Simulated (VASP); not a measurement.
The input files of a VASP run:

**POSCAR**
```
Er
1
    1.8156000000    -3.1447110000     0.0000000000
    1.8156000000     3.1447110000     0.0000000000
    0.0000000000     0.0000000000     5.7018000000
Er
2
Direct
  0.3333330000   0.6666670000   0.2500000000
  0.6666670000   0.3333330000   0.7500000000
```

**KPOINTS**
```
Automatic mesh
0
Gamma
3 3 1
0 0 0
```

### INCAR
```
SYSTEM = Er
PREC = Accurate
ENCUT = 400
EDIFF = 1E-6
NELM = 100
ALGO = Normal
LREAL = .FALSE.
LASPH = .TRUE.
ISMEAR = 0
SIGMA = 0.001
GGA = PE
LMAXMIX = 6
LWAVE = .FALSE.
LCHARG = .FALSE.
ISIF = 2
```

POTCAR, in this order: Er_3 (PBE.64 set). Program: vasp_std.

Output

standard output:
```
 POSCAR found type information on POSCAR Er
 POSCAR found :  1 types and       2 ions
 Reading from existing POTCAR
 Reading from existing POTCAR
 LDA part: xc-table for (Slater+PW92), standard interpolation
 POSCAR, INCAR and KPOINTS ok, starting setup
 WAVECAR not read
 entering main loop
       N       E                     dE             d eps       ncg     rms          rms(c)
DAV:   1     0.438171131012E+02    0.43817E+02   -0.78883E+03   132   0.119E+03
DAV:   2    -0.677436917099E+01   -0.50591E+02   -0.49667E+02   132   0.494E+02
DAV:   3    -0.890282603836E+01   -0.21285E+01   -0.21154E+01   132   0.436E+01
DAV:   4    -0.899919782981E+01   -0.96372E-01   -0.95694E-01   148   0.150E+01
DAV:   5    -0.900109446898E+01   -0.18966E-02   -0.18956E-02   124   0.871E-01    0.212E+01
DAV:   6    -0.900743814384E+01   -0.63437E-02   -0.30552E-02   132   0.339E+00    0.126E+01
DAV:   7    -0.902276156560E+01   -0.15323E-01   -0.52648E-02   132   0.446E+00    0.385E-01
DAV:   8    -0.902238899700E+01    0.37257E-03   -0.36238E-03   132   0.966E-01    0.658E-02
DAV:   9    -0.902240112454E+01   -0.12128E-04   -0.16526E-04   132   0.154E-01    0.299E-02
DAV:  10    -0.902239560723E+01    0.55173E-05   -0.23388E-05   132   0.655E-02    0.383E-02
DAV:  11    -0.902239645523E+01   -0.84800E-06   -0.11482E-06    84   0.169E-02
   1 F= -.90223965E+01 E0= -.90222787E+01  d E =-.235562E-03
```

File OUTCAR:
```
------------------------ aborting loop because EDIFF is reached ----------------------------------------
  FORCE on cell =-STRESS in cart. coord.  units (eV):
  Direction    XX          YY          ZZ          XY          YZ          ZX
  --------------------------------------------------------------------------------------
  Total       -1.4006483     -1.4006479     -3.9011914      0.0000000     -0.0000000      0.0000000
  in kB      -34.4664681    -34.4664583    -95.9986103      0.0000000     -0.0000000      0.0000000
  external PRESSURE =     -54.9771789 kB  Pullay stress =       0.0000000 kB
  volume of cell :       65.11
      direct lattice vectors                 reciprocal lattice vectors
     1.815600000 -3.144711000  0.000000000     0.275391055 -0.158997122  0.000000000
     1.815600000  3.144711000  0.000000000     0.275391055  0.158997122  0.000000000
     0.000000000  0.000000000  5.701800000     0.000000000  0.000000000  0.175383212
 POSITION                                       TOTAL-FORCE (eV/Angst)
 -----------------------------------------------------------------------------------
      1.81560      1.04824      1.42545         0.000000     -0.000000      0.000000
      1.81560     -1.04824      4.27635        -0.000000      0.000000      0.000000
 -----------------------------------------------------------------------------------
    total drift:                                0.000003      0.000091     -0.000010
  FREE ENERGIE OF THE ION-ELECTRON SYSTEM (eV)
  ---------------------------------------------------
  free  energy   TOTEN  =        -9.0223964552 eV

  energy  without entropy=       -9.0221608935  energy(sigma->0) =       -9.02227867
```
(Selected blocks of OUTCAR.)

The run ends quietly. Is anything wrong with it?

The cause: a metal was run with a tiny SIGMA on a coarse mesh. The run ends without an error. Against the sound run, the energy per atom (σ→0) drops by 0.028 eV/atom; the pressure falls by 3.34 GPa. To mend it, set ISMEAR = 1, set SIGMA = 0.1, correct KPOINTS.
KPOINTS:
```
Automatic mesh
0
Gamma
9 9 5
0 0 0
```
The mended run (PBE GGA, plane waves, VASP's PBE PAW potentials (set 64)) converges, and its OSZICAR ends with
```
   1 F= -.89670071E+01 E0= -.89667965E+01  d E =-.631840E-03
```

The compound is Er in the hcp structure. The cell was not relaxed at this level. The 4f electrons are frozen in the core of the lanthanide potential, so 4f levels, which can set the real gap, and their magnetism are missing.
